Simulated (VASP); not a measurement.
All values below come from PBEsol GGA, VASP's PBE PAW potentials (set 64) (plane waves; VASP). For the first row: Numerical set-up: 400 eV cut-off, 6×6×6 Γ-centred mesh, tetrahedra with Blöchl corrections, potentials Sr_sv Mg.

```tsv
system	energy (eV/atom)
Sr5Mg (space group P-62m)	-1.7841
Sr (fcc)	-1.8384
Mg (hcp)	-1.7234
```

The references are the elements' solids at the same level; no temperature or zero-point terms are added.

What is the formation energy per atom of Sr5Mg?

The references average (5×(-1.8384) + 1×(-1.7234))/6 = -1.8192 eV, so the formation energy is -1.7841 − (-1.8192) = 0.035 eV/atom.
